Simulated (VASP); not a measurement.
Method: PBE GGA, VASP's PBE PAW potentials (set 64) (plane waves; VASP).

A VASP calculation is set up with these files.

File POSCAR:
```
Ta2N
1
    3.0854670000     0.0000000000     0.0000000000
   -1.5427330000     2.6720930000     0.0000000000
    0.0000000000     0.0000000000     4.8269850000
Ta N
2 1
Direct
  0.6666670000   0.3333330000   0.7452900000
  0.3333330000   0.6666670000   0.2547100000
  0.0000000000   0.0000000000   0.0000000000
```

KPOINTS:
```
K-points
0
G
14 14 8
0 0 0
```

**KPOINTS_OPT**
```
k-points along high-symmetry lines
6
Line-mode
Reciprocal
  0.000000   0.000000   0.000000 ! GAMMA
  0.500000   0.000000   0.000000 ! M

  0.500000   0.000000   0.000000 ! M
  0.333333   0.333333   0.000000 ! K

  0.333333   0.333333   0.000000 ! K
  0.000000   0.000000   0.000000 ! GAMMA

  0.000000   0.000000   0.000000 ! GAMMA
  0.000000   0.000000   0.500000 ! A

  0.000000   0.000000   0.500000 ! A
  0.500000   0.000000   0.500000 ! L

  0.500000   0.000000   0.500000 ! L
  0.333333   0.333333   0.500000 ! H

  0.333333   0.333333   0.500000 ! H
  0.000000   0.000000   0.500000 ! A

  0.500000   0.000000   0.500000 ! L
  0.500000   0.000000   0.000000 ! M

  0.333333   0.333333   0.500000 ! H
  0.333333   0.333333   0.000000 ! K
```

**INCAR**
```
! general
SYSTEM   =  Ta2N
PREC     =  Accurate
ENCUT    =  400
LREAL    =  .FALSE.   ! projection in real space or not
LASPH    =  .TRUE.

! electronic loop
EDIFF    =  1E-6
NELM     =  100   ! most electronic steps
ALGO     =  Normal
LMAXMIX  =  6

! smearing
ISMEAR   =  -1   ! Fermi-Dirac
SIGMA    =  0.136

! functional
GGA      =  PE   ! PBE

! ions
ISIF     =  2

! output
LWAVE    =  .FALSE.
LCHARG   =  .FALSE.
```

POTCAR, in this order: Ta_pv N (PBE.64 set). Program: vasp_std.

At this cut-off the stress carries a Pulay error, which pulls relaxed volumes low. Unless said otherwise, spin-orbit coupling is left out, though it shifts the bands of the heavy elements here.

Predict the energy per atom (σ→0), pressure, largest force, band gap (over mesh and band path).

| Item | Result |
|---|---|
| energy per atom (σ→0) | -11.455 eV/atom |
| band gap (over mesh and band path) | none (metal, semimetal or under 0.01 eV) |
| pressure | 5.26 GPa |
| largest force | 0.190 eV/Å |

OSZICAR:
```
...
DAV:   8    -0.344053126043E+02    0.49982E-01   -0.25139E-01  7262   0.447E+00    0.497E-01
DAV:   9    -0.344011847540E+02    0.41279E-02   -0.43112E-02  7561   0.131E+00    0.246E-01
DAV:  10    -0.344008434745E+02    0.34128E-03   -0.10128E-02  7003   0.713E-01    0.104E-01
DAV:  11    -0.344005913887E+02    0.25209E-03   -0.21167E-03  6506   0.265E-01    0.270E-02
DAV:  12    -0.344005926521E+02   -0.12633E-05   -0.10135E-04  7414   0.758E-02    0.569E-03
DAV:  13    -0.344005920246E+02    0.62751E-06   -0.31948E-06  7274   0.153E-02
   1 F= -.34400592E+02 E0= -.34364001E+02  d E =-.731828E-01
       N       E                     dE             ncg
```

The structure comes from a computed database's Ta2N entry; how it stands against other phases isn't given here. The cell was not relaxed at this level. The electron count is odd and the run is not spin-polarised, which forces a metal. VASP warned that the highest band is occupied, so more bands are needed.
